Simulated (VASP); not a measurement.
Method: PBE GGA, VASP's PBE PAW potentials (set 64) (plane waves; VASP).

A VASP calculation is set up with these files.

### KPOINTS
```
k-points along high-symmetry lines
8
Line-mode
Reciprocal
  0.000000   0.000000   0.000000 ! GAMMA
 -0.500000   0.500000   0.000000 ! Y

 -0.500000   0.500000   0.000000 ! Y
 -0.274939   0.725061   0.000000 ! C_0

  0.274939   0.274939   0.000000 ! SIGMA_0
  0.000000   0.000000   0.000000 ! GAMMA

  0.000000   0.000000   0.000000 ! GAMMA
  0.000000   0.000000   0.500000 ! Z

  0.000000   0.000000   0.500000 ! Z
  0.274939   0.274939   0.500000 ! A_0

 -0.274939   0.725061   0.500000 ! E_0
 -0.500000   0.500000   0.500000 ! T

 -0.500000   0.500000   0.500000 ! T
 -0.500000   0.500000   0.000000 ! Y

  0.000000   0.000000   0.000000 ! GAMMA
  0.000000   0.500000   0.000000 ! S

  0.000000   0.500000   0.000000 ! S
  0.000000   0.500000   0.500000 ! R

  0.000000   0.500000   0.500000 ! R
  0.000000   0.000000   0.500000 ! Z

  0.000000   0.000000   0.500000 ! Z
 -0.500000   0.500000   0.500000 ! T
```

POSCAR:
```
P
1
    1.6574966474    -5.5667932157     0.0000000000
    1.6574966474     5.5667932157    -0.0000000000
    0.0000000000     0.0000000000     4.5437479815
P
4
Direct
  0.0950820144   0.9049179856   0.9137804342
  0.4049179856   0.5950820144   0.4137804342
  0.5950820144   0.4049179856   0.5862195658
  0.9049179856   0.0950820144   0.0862195658
```

**INCAR**
```
EDIFF=1E-6
SIGMA=0.05
LREAL=.FALSE.   # projection in real space or not
PREC=Accurate
LWAVE=.FALSE.
ICHARG=11   # fixed density
ISMEAR=0
SYSTEM=P
LCHARG=.FALSE.
GGA=PE
ALGO=Normal   # blocked Davidson
LASPH=.TRUE.
ENCUT=520   # plane-wave cut-off (eV)
NELM=100   # most electronic steps
```

POTCAR, in this order: P (PBE.64 set). Program: vasp_std. Read from the step before: CHGCAR.

The resulting files:

### OSZICAR
```
       N       E                     dE             d eps       ncg     rms          rms(c)
DAV:   1     0.675238679293E+02    0.67524E+02   -0.82558E+03  2464   0.119E+03
DAV:   2    -0.150711995461E+02   -0.82595E+02   -0.79905E+02  3276   0.173E+02
DAV:   3    -0.193660245738E+02   -0.42948E+01   -0.42601E+01  3288   0.428E+01
DAV:   4    -0.194330758686E+02   -0.67051E-01   -0.66973E-01  3210   0.604E+00
DAV:   5    -0.194347459462E+02   -0.16701E-02   -0.16697E-02  3394   0.846E-01
DAV:   6    -0.194348003087E+02   -0.54362E-04   -0.54361E-04  3300   0.144E-01
DAV:   7    -0.194348017657E+02   -0.14570E-05   -0.14565E-05  3274   0.204E-02
DAV:   8    -0.194348018300E+02   -0.64372E-07   -0.64626E-07  2506   0.382E-03
   1 F= -.19434802E+02 E0= -.19434595E+02  d E =-.413051E-03
```

File OUTCAR:
```
 val. band max:        5.5391943739   @ k =  -0.5000   0.5000   0.0000

 cond. band min:       5.6640234187   @ k =  -0.5000   0.5000   0.0000



 k-point     1 :       0.0000    0.0000    0.0000
  band No.  band energies     occupation
      1     -10.0114      2.00000
      2      -7.3008      2.00000
      3      -4.1041      2.00000
      4      -1.0152      2.00000
      5       0.5756      2.00000
      6       0.7486      2.00000
      7       1.6580      2.00000
      8       2.8742      2.00000
      9       3.1676      2.00000
     10       4.4557      2.00000
     11       6.2654      0.00000
     12       6.6941      0.00000
     13       7.5579      0.00000
     14       8.3922      0.00000

 k-point     2 :      -0.0714    0.0714    0.0000
  band No.  band energies     occupation
      1     -10.0061      2.00000
      2      -7.3149      2.00000
      3      -4.1008      2.00000
      4      -0.9934      2.00000
      5       0.5494      2.00000
      6       0.7365      2.00000
      7       1.6535      2.00000
      8       2.8941      2.00000
      9       3.1749      2.00000
     10       4.5070      2.00000
     11       6.2847      0.00000
     12       6.6809      0.00000
     13       7.5705      0.00000
     14       8.3873      0.00000

 k-point     3 :      -0.1429    0.1429    0.0000
  band No.  band energies     occupation
      1      -9.9910      2.00000
      2      -7.3541      2.00000
      3      -4.0912      2.00000
      4      -0.9300      2.00000
      5       0.4782      2.00000
      6       0.6956      2.00000
      7       1.6412      2.00000
      8       2.9628      2.00000
      9       3.1951      2.00000
     10       4.6509      2.00000
     11       6.3226      0.00000
     12       6.6458      0.00000
     13       7.6033      0.00000
     14       8.3737      0.00000

 k-point     4 :      -0.2143    0.2143    0.0000
  band No.  band energies     occupation
      1      -9.9685      2.00000
...
```

The density is held fixed in this step, so its total energy and stress have no physical meaning. Without a dispersion term in the relaxation, distances and binding between the weakly bound layers, chains or molecules are unreliable, and so is what depends on them.

The compound is P in the black structure. It was relaxed first, which changed the volume by +10 %.
